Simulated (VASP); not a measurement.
Computed with r2SCAN meta-GGA, VASP's PBE PAW potentials (set 64) (plane waves; VASP).

The input files of a VASP run:

File KPOINTS:
```
Automatic mesh
0
Gamma
15 15 15
0 0 0
```

POSCAR:
```
Zn
1.0
 -1.5304816160   1.5304816160   1.5304816160
  1.5304816160  -1.5304816160   1.5304816160
  1.5304816160   1.5304816160  -1.5304816160
Zn
1
Cart
 -1.5304816160   1.5304816160   1.5304816160
```

INCAR:
```
ALGO=Normal
EDIFF=1E-6
EDIFFG=-0.01
ENCUT=400
IBRION=2
ISIF=3
ISMEAR=1
LASPH=.TRUE.
LCHARG=.FALSE.
LMAXMIX=4
LMIXTAU=.TRUE.
LREAL=.FALSE.
LWAVE=.FALSE.
METAGGA=R2SCAN
NELM=100
NSW=60
PREC=Accurate
SIGMA=0.1
SYSTEM=Zn
```

POTCAR, in this order: Zn (PBE.64 set). Program: vasp_std.

What VASP printed:

OSZICAR:
```
       N       E                     dE             d eps       ncg     rms          rms(c)
DAV:   1     0.216515102051E+02    0.21652E+02   -0.60793E+03  2456   0.166E+03
DAV:   2    -0.971644084868E+01   -0.31368E+02   -0.29865E+02  2428   0.187E+02
DAV:   3    -0.103019034386E+02   -0.58546E+00   -0.58508E+00  2724   0.295E+01
DAV:   4    -0.103031390607E+02   -0.12356E-02   -0.12356E-02  2614   0.130E+00
DAV:   5    -0.103031404295E+02   -0.13688E-05   -0.13690E-05  2652   0.409E-02    0.333E+00
DAV:   6    -0.856511939622E+01    0.17380E+01   -0.18427E+00  2768   0.319E+01    0.325E+00
DAV:   7    -0.878006166035E+01   -0.21494E+00   -0.32896E-01  2948   0.123E+01    0.177E+00
DAV:   8    -0.879163434594E+01   -0.11573E-01   -0.12421E-02  2552   0.165E+00    0.470E-01
DAV:   9    -0.879489404119E+01   -0.32597E-02   -0.14121E-02  2500   0.219E+00    0.100E-01
DAV:  10    -0.879616883695E+01   -0.12748E-02   -0.14740E-03  2480   0.518E-01    0.124E-01
DAV:  11    -0.879624231877E+01   -0.73482E-04   -0.29286E-04  2638   0.295E-01    0.347E-02
DAV:  12    -0.879646268533E+01   -0.22037E-03   -0.27134E-04  2484   0.313E-01    0.548E-03
DAV:  13    -0.879646824702E+01   -0.55617E-05   -0.18418E-05  2520   0.514E-02    0.160E-03
DAV:  14    -0.879646968851E+01   -0.14415E-05   -0.27055E-07  1604   0.584E-03    0.650E-04
DAV:  15    -0.879647056090E+01   -0.87239E-06   -0.23642E-07  1276   0.827E-03
   1 F= -.87964706E+01 E0= -.87964746E+01  d E =-.879647E+01
```

### OUTCAR
```
------------------------ aborting loop because EDIFF is reached ----------------------------------------
  FORCE on cell =-STRESS in cart. coord.  units (eV):
  Direction    XX          YY          ZZ          XY          YZ          ZX
  --------------------------------------------------------------------------------------
  Total       -0.0044153     -0.0044153     -0.0044153     -0.0000000     -0.0000000     -0.0000000
  in kB       -0.4933203     -0.4933203     -0.4933203     -0.0000000     -0.0000000     -0.0000000
  external PRESSURE =      -0.4933203 kB  Pullay stress =       0.0000000 kB
  volume of cell :       14.34
      direct lattice vectors                 reciprocal lattice vectors
    -1.530481616  1.530481616  1.530481616     0.000000000  0.326694548  0.326694548
     1.530481616 -1.530481616  1.530481616     0.326694548  0.000000000  0.326694548
     1.530481616  1.530481616 -1.530481616     0.326694548  0.326694548  0.000000000
 POSITION                                       TOTAL-FORCE (eV/Angst)
 -----------------------------------------------------------------------------------
      0.00000      0.00000      0.00000         0.000000      0.000000     -0.000000
 -----------------------------------------------------------------------------------
    total drift:                                0.000000      0.000000      0.000000
  FREE ENERGIE OF THE ION-ELECTRON SYSTEM (eV)
  ---------------------------------------------------
  free  energy   TOTEN  =        -8.7964705609 eV

  energy  without entropy=       -8.7964827583  energy(sigma->0) =       -8.79647463

 reached required accuracy - stopping structural energy minimisation
```
(Selected blocks of OUTCAR.)

The structure was generated: Zn was put into the bcc type (Im-3m), which need not be its known phase. It was relaxed first, which changed the volume by -5 %. The start is the result of an earlier pass.
